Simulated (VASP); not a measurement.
# B5Ru (F-43m) in VASP: further runs

One crystal, B5Ru, is run at these levels: PBE; tasks: single point, relaxation of cell and atoms.

Program: VASP 6.6.1. These are calculated values, not measurements. Logs are shortened: lines on timing, memory, paths and dates and some standing lists are left out, and cuts for length are marked.

## Step 1: The cell of the first run

The structure is cubic, space group F-43m (No. 216). Conventional cell: a = 5.606 Å, b = 5.606 Å, c = 5.606 Å, α = 90.00°, β = 90.00°, γ = 90.00°. Around B (site symmetry 3m) lie 6 B at 1.95 to 2.01 Å. B (site symmetry -43m) has 12 B at 2.32 Å and 4 Ru at 2.43 Å as nearest neighbours. Ru (site symmetry -43m) has 16 B at 2.33 to 2.43 Å as nearest neighbours.

The cell was built by a generator and needn't be a form met in nature.

## Step 2: Single point, PBE (species swapped into the HfNi5 type (F-43m, No. 216))

The input, INCAR:

```
PREC     = Accurate       # precision mode
ENCUT    = 520            # plane-wave cutoff, eV
EDIFF    = 1E-6           # SCF threshold, eV
ISMEAR   = 0              # smearing method
SIGMA    = 0.1            # smearing width, eV
LREAL    = False          # projectors in reciprocal space
LASPH    = True           # aspherical terms in the spheres
NELM     = 100            # most SCF steps
ALGO     = Fast           # electronic algorithm
ISIF     = 2              # what is computed and relaxed
LWAVE    = False          # write WAVECAR
LCHARG   = False          # write CHGCAR
GGA      = PE             # functional
NBANDS   = 24             # bands
```

The input, KPOINTS:

```
Automatic mesh
0
Gamma
  6 6 6
```

The input, POSCAR:

```
B5Ru
1.0
    0.0000000000      2.8030197821      2.8030197821
    2.8030197821      0.0000000000      2.8030197821
    2.8030197821      2.8030197821      0.0000000000
B Ru
5 1
Direct
    0.3689146675      0.8770284442      0.8770284442
    0.8770284442      0.8770284442      0.8770284442
    0.2500000000      0.2500000000      0.2500000000
    0.8770284442      0.8770284442      0.3689146675
    0.8770284442      0.3689146675      0.8770284442
    0.5000000000      0.5000000000      0.5000000000
```

Potentials or basis: VASP PAW PBE potentials, release 64 (B, Ru_pv).

Started as:

```bash
> cat potpaw_PBE.64/B/POTCAR potpaw_PBE.64/Ru_pv/POTCAR > POTCAR
> mpirun -np 1 vasp_std > vasp.out
```

OUTCAR:

```text
PREC = Accurate
   ENCUT = 520
   EDIFF = 1E-6
   ISMEAR = 0
   LREAL = False
   LASPH = True
   NELM = 100
   ISIF = 2
   GGA = PE

 ion  position               nearest neighbor table
   1  0.369  0.877  0.877-   2 1.95   4 1.95   5 1.95   2 2.01   4 2.01   5 2.01   6 2.33   6 2.33
                             6 2.33
   2  0.877  0.877  0.877-   1 1.95   4 1.95   5 1.95   4 2.01   5 2.01   1 2.01   6 2.33   6 2.33
                             6 2.33
   3  0.250  0.250  0.250-   6 2.43   6 2.43   6 2.43   6 2.43
   4  0.877  0.877  0.369-   1 1.95   2 1.95   5 1.95   2 2.01   5 2.01   1 2.01   6 2.33   6 2.33
                             6 2.33
   5  0.877  0.369  0.877-   1 1.95   2 1.95   4 1.95   4 2.01   2 2.01   1 2.01   6 2.33   6 2.33
                             6 2.33
   6  0.500  0.500  0.500-   1 2.33   5 2.33   1 2.33   4 2.33   4 2.33   5 2.33   2 2.33   2 2.33
                             2 2.33   1 2.33   4 2.33   5 2.33   3 2.43   3 2.43   3 2.43   3 2.43

  LATTYP: Found a face centered cubic cell.
 ALAT       =     5.6060395642

  Lattice vectors:

 A1 = (   0.0000000000,   2.8030197821,   2.8030197821)
 A2 = (   2.8030197821,   0.0000000000,   2.8030197821)
 A3 = (   2.8030197821,   2.8030197821,   0.0000000000)

Analysis of symmetry for initial positions (statically):
=====================================================================
 Subroutine PRICEL returns:
 Original cell was already a primitive cell.

 Routine SETGRP: Setting up the symmetry group for a
 face centered cubic supercell.

 Subroutine GETGRP returns: Found 24 space group operations
 (whereof 24 operations were pure point group operations)
 out of a pool of 48 trial point group operations.

The static configuration has the point symmetry T_d .

Analysis of symmetry for dynamics (positions and initial velocities):
=====================================================================
 Subroutine PRICEL returns:
 Original cell was already a primitive cell.

 Routine SETGRP: Setting up the symmetry group for a
 face centered cubic supercell.

 Subroutine GETGRP returns: Found 24 space group operations
 (whereof 24 operations were pure point group operations)
 out of a pool of 48 trial point group operations.

The dynamic configuration has the point symmetry T_d .

 Subroutine INISYM returns: Found 24 space group operations
 (whereof 24 operations are pure point group operations),
 and found     1 'primitive' translations

----------------------------------------------------------------------------------------

                                     Primitive cell

  volume of cell :      44.0462

  direct lattice vectors                    reciprocal lattice vectors
     0.000000000  2.803019782  2.803019782    -0.178379048  0.178379048  0.178379048
     2.803019782  0.000000000  2.803019782     0.178379048 -0.178379048  0.178379048
     2.803019782  2.803019782  0.000000000     0.178379048  0.178379048 -0.178379048

  length of vectors
     3.964068591  3.964068591  3.964068591     0.308961574  0.308961574  0.308961574

  position of ions in fractional coordinates (direct lattice)
     0.368914668  0.877028444  0.877028444
     0.877028444  0.877028444  0.877028444
     0.250000000  0.250000000  0.250000000
     0.877028444  0.877028444  0.368914668
     0.877028444  0.368914668  0.877028444
     0.500000000  0.500000000  0.500000000

  ion indices of the primitive-cell ions
   primitive index   ion index
                 1           1
                 2           2
                 3           3
                 4           4
                 5           5
                 6           6

----------------------------------------------------------------------------------------

 KPOINTS: Automatic mesh

Automatic generation of k-mesh.
 Grid dimensions read from file:
 generate k-points for:    6    6    6

 Generating k-lattice:

  Cartesian coordinates                     Fractional coordinates (reciprocal lattice)
    -0.029729841  0.029729841  0.029729841     0.166666667  0.000000000  0.000000000
     0.029729841 -0.029729841  0.029729841     0.000000000  0.166666667  0.000000000
     0.029729841  0.029729841 -0.029729841     0.000000000  0.000000000  0.166666667

  Length of vectors
     0.051493596  0.051493596  0.051493596

  Shift w.r.t. Gamma in fractional coordinates (k-lattice)
     0.000000000  0.000000000  0.000000000

 Subroutine IBZKPT returns following result:
 ===========================================

 Found     16 irreducible k-points:

 Following reciprocal coordinates:
            Coordinates               Weight
  0.000000  0.000000  0.000000      1.000000
  0.166667  0.000000  0.000000      8.000000
  0.333333  0.000000  0.000000      8.000000
  0.500000  0.000000  0.000000      4.000000
  0.166667  0.166667  0.000000      6.000000
  0.333333  0.166667  0.000000     24.000000
[... 8 lines left out ...]
 -0.333333  0.333333  0.166667     24.000000
 -0.333333  0.500000  0.166667     12.000000
   k-points           NKPTS =     16   k-points in BZ     NKDIM =     16   number of bands    NBANDS=     24
   number of dos      NEDOS =    301   number of ions     NIONS =      6
   total plane-waves  NPLWV =  27000
   dimension x,y,z NGX =    30 NGY =   30 NGZ =   30
   dimension x,y,z NGXF=    60 NGYF=   60 NGZF=   60
   ions per type =               5   1
   NGX,Y,Z   is equivalent  to a cutoff of  12.58, 12.58, 12.58 a.u.
   NGXF,Y,Z  is equivalent  to a cutoff of  25.16, 25.16, 25.16 a.u.
 SYSTEM =  unknown system
   PREC   = accura    normal or accurate (medium, high low for compatibility)
   ISTART =      0    job   : 0-new  1-cont  2-samecut
   ICHARG =      2    charge: 1-file 2-atom 10-const
   ISPIN  =      1    spin polarized calculation?
   LNONCOLLINEAR =      F non collinear calculations
   LSORBIT =      F    spin-orbit coupling
   LASPH  =      T    aspherical Exc in radial PAW
   ENCUT  =  520.0 eV  38.22 Ry    6.18 a.u.   7.37  7.37  7.37*2*pi/ulx,y,z
   NELM   =    100;   NELMIN=  2; NELMDL= -5     # of ELM steps
   EDIFF  = 0.1E-05   stopping-criterion for ELM
   LREAL  =      F    real-space projection
   EDIFFG = 0.1E-04   stopping-criterion for IOM
   NSW    =      0    number of steps for IOM
   IBRION =     -1    ionic relax: 0-MD 1-quasi-New 2-CG
   NFREE  =      0    steps in history (QN), initial steepest desc. (CG)
   ISIF   =      2    stress and relaxation
   ISYM   =      2    0-nonsym 1-usesym 2-fastsym
   POTIM  = 0.5000    time-step for ionic-motion
   TEBEG  =    0.0;   TEEND  =   0.0 temperature during run
   PSTRESS=    0.0 pullay stress
   NELECT =      29.0000    total number of electrons
   NUPDOWN=      -1.0000    fix difference up-down
   EMIN   =  10.00;   EMAX   =-10.00  energy-range for DOS
   EFERMI =   0.00;   METHOD = LEGACY
   ISMEAR =     0;   SIGMA  =   0.10  broadening in eV -4-tet -1-fermi 0-gaus
   EFERMI_NEDOS =   21; number of points for ismear=-14 and -15
   IALGO  =     68    algorithm
   IMIX   =      4    mixing-type and parameters
     AMIX     =   0.40;   BMIX     =  1.00
     AMIX_MAG =   1.60;   BMIX_MAG =  1.00
  volume/ion in A,a.u.               =       7.34        49.54
  Fermi-wavevector in a.u.,A,eV,Ry     =   1.424201  2.691350 27.597363  2.028349
  Thomas-Fermi vector in A             =   2.544717
   LORBIT       =      0    0 simple, 1 ext, 2 COOP (PROOUT), +10 PAW based schemes
   GGA     = PE    functional components
   LHFCALC =     F    Hartree Fock is set to
   AEXX    =    0.0000 exact exchange contribution
   IVDW    =     0    specifies the selected vdW correction
   LEPSILON=     F    determine dielectric tensor
   LRPA    =     F    only Hartree local field effects (RPA)
 non-spin polarized calculation
 RMM-DIIS sequential band-by-band and
 Gauss-broadening in eV      SIGMA  =   0.10
  energy-cutoff  :      520.00
  volume of cell :       44.05
 maximum number of plane-waves:      1243
 NGX is ok and might be reduce to    30
   NGX = 15   NGY = 15   NGZ = 15

 number of electron      29.0000003 magnetization

 Free energy of the ion-electron system (eV)
  ---------------------------------------------------
  ext. energy  EPLUGINS =         0.00000000
  ---------------------------------------------------
  free energy    TOTEN  =       -37.30026272 eV

  energy without entropy =      -37.28327766  energy(sigma->0) =      -37.29177019

 E-fermi :  12.0330     XC(G=0): -13.2655

 val. band max:       12.0090677604   @ k =   0.1667   0.1667   0.0000
 cond. band min:      12.0606952858   @ k =   0.5000   0.3333   0.1667
 fundamental gap:      0.0516275254
 Fermi energy:        12.0329610318

 k-point     1 :       0.0000    0.0000    0.0000
  band No.  band energies     occupation
      1     -32.6244      2.00000
      2     -32.6244      2.00000
      3     -32.6244      2.00000
      4      -5.4855      2.00000
      5       2.3191      2.00000
      6       3.0388      2.00000
[... 16 lines left out ...]
     23      21.1106      0.00000
     24      21.1106      0.00000

 k-point     2 :       0.1667    0.0000    0.0000
  band No.  band energies     occupation
      1     -32.6301      2.00000
      2     -32.6255      2.00000
      3     -32.6255      2.00000
      4      -5.1402      2.00000
      5       1.2613      2.00000
      6       2.9099      2.00000
[... 16 lines left out ...]
     23      20.2336      0.00000
     24      20.2336      0.00000

 k-point     3 :       0.3333    0.0000    0.0000
  band No.  band energies     occupation
      1     -32.6414      2.00000
      2     -32.6275      2.00000
      3     -32.6275      2.00000
      4      -4.1567      2.00000
      5      -0.6315      2.00000
      6       2.6568      2.00000
[... 16 lines left out ...]
     23      18.2845      0.00000
     24      18.2845      0.00000

 k-point     4 :       0.5000    0.0000    0.0000
  band No.  band energies     occupation
      1     -32.6471      2.00000
      2     -32.6285      2.00000
      3     -32.6285      2.00000
      4      -2.9876      2.00000
      5      -2.1431      2.00000
      6       2.5760      2.00000
[... 16 lines left out ...]
     23      18.5328      0.00000
     24      18.5329      0.00000

 k-point     5 :       0.1667    0.1667    0.0000
  band No.  band energies     occupation
      1     -32.6300      2.00000
      2     -32.6268      2.00000
      3     -32.6268      2.00000
      4      -5.0284      2.00000
      5       1.3270      2.00000
      6       2.4258      2.00000
[... 16 lines left out ...]
     23      19.7884      0.00000
     24      20.8469      0.00000

 k-point     6 :       0.3333    0.1667    0.0000
  band No.  band energies     occupation
      1     -32.6384      2.00000
      2     -32.6290      2.00000
      3     -32.6290      2.00000
      4      -4.2672      2.00000
      5       0.0653      2.00000
      6       1.5187      2.00000
[... 16 lines left out ...]
     23      17.9678      0.00000
     24      19.3671      0.00000
[... 163 lines left out ...]
 k-point    13 :       0.5000    0.5000    0.0000
  band No.  band energies     occupation
      1     -32.6465      2.00000
      2     -32.6339      2.00000
      3     -32.6339      2.00000
      4      -2.3807      2.00000
      5      -1.5897      2.00000
      6       0.7272      2.00000
[... 16 lines left out ...]
     23      17.7584      0.00000
     24      18.0520      0.00000

 k-point    14 :       0.5000    0.3333    0.1667
  band No.  band energies     occupation
      1     -32.6417      2.00000
      2     -32.6345      2.00000
      3     -32.6305      2.00000
      4      -3.3787      2.00000
      5      -0.5607      2.00000
      6       0.4351      2.00000
[... 16 lines left out ...]
     23      17.2978      0.00000
     24      19.2387      0.00000

 k-point    15 :      -0.3333    0.3333    0.1667
  band No.  band energies     occupation
      1     -32.6426      2.00000
      2     -32.6373      2.00000
      3     -32.6319      2.00000
      4      -2.4367      2.00000
      5      -1.4589      2.00000
      6       0.1295      2.00000
[... 16 lines left out ...]
     23      17.9332      0.00000
     24      19.2513      0.00000

 k-point    16 :      -0.3333    0.5000    0.1667
  band No.  band energies     occupation
      1     -32.6433      2.00000
      2     -32.6370      2.00000
      3     -32.6339      2.00000
      4      -2.1409      2.00000
      5      -1.4763      2.00000
      6       0.1662      2.00000
[... 16 lines left out ...]
     23      18.0153      0.00000
     24      18.3686      0.00000

------------------------ aborting loop because EDIFF is reached ----------------------------------------

  FORCE on cell =-STRESS in cart. coord.  units (eV):
  Direction    XX          YY          ZZ          XY          YZ          ZX
  --------------------------------------------------------------------------------------
  -------------------------------------------------------------------------------------
  Total       -0.0445499     -0.0445499     -0.0445499      0.0000000      0.0000000      0.0000000
  in kB       -1.6204996     -1.6204996     -1.6204996      0.0000000      0.0000000      0.0000000
  external PRESSURE =      -1.6204996 kB  Pullay stress =       0.0000000 kB

 VOLUME and BASIS-vectors are now :
 -----------------------------------------------------------------------------
  energy-cutoff  :      520.00
  volume of cell :       44.05
      direct lattice vectors                 reciprocal lattice vectors
     0.000000000  2.803019782  2.803019782    -0.178379048  0.178379048  0.178379048
     2.803019782  0.000000000  2.803019782     0.178379048 -0.178379048  0.178379048
     2.803019782  2.803019782  0.000000000     0.178379048  0.178379048 -0.178379048

 POSITION                                       TOTAL-FORCE (eV/Angst)
 -----------------------------------------------------------------------------------
      4.91666      3.49240      3.49240         0.030062     -0.030062     -0.030062
      4.91666      4.91666      4.91666         0.030062      0.030062      0.030062
      1.40151      1.40151      1.40151         0.000000     -0.000000      0.000000
      3.49240      3.49240      4.91666        -0.030062     -0.030062      0.030062
      3.49240      4.91666      3.49240        -0.030062      0.030062     -0.030062
      2.80302      2.80302      2.80302         0.000000     -0.000000      0.000000
 -----------------------------------------------------------------------------------
    total drift:                               -0.000000     -0.000000     -0.000000

  FREE ENERGIE OF THE ION-ELECTRON SYSTEM (eV)
  ---------------------------------------------------
  free  energy   TOTEN  =       -37.3002627240 eV

  energy  without entropy=      -37.2832776558  energy(sigma->0) =      -37.29177019
```

It took 11 s on 1 thread of Intel Xeon 6975P-C (Granite Rapids), shared host; peak memory 0.16 GiB.

Results:

```yaml
Free_energy: -37.3003 eV
Pressure: -0.2 GPa
Largest_force: 0.052 eV/Å
Band_gap_on_the_k_mesh: none (metal or under the smearing width)
```

Forces on the atoms (eV/Å):
```
B    0.030 -0.030 -0.030
B    0.030  0.030  0.030
B    0.000  0.000  0.000
B   -0.030 -0.030  0.030
B   -0.030  0.030 -0.030
Ru   0.000  0.000  0.000
```

Levels at points of the mesh, in eV from the Fermi level:
```tsv
k point	band 10	band 11	band 12	band 13	band 14	band 15	band 16	band 17	band 18	band 19
(0.00, 0.00, 0.00)	-7.06	-4.42	-4.42	-4.42	-3.94	0.86	0.86	0.86	1.77	1.77
(0.50, 0.00, 0.00)	-6.25	-5.13	-4.84	-4.84	0.16	0.42	0.42	0.82	2.64	2.64
(0.50, 0.50, 0.00)	-5.40	-4.59	-4.59	-3.41	-1.21	0.77	1.40	1.63	1.63	3.50
```

(Part 1 of 2 ends here.)
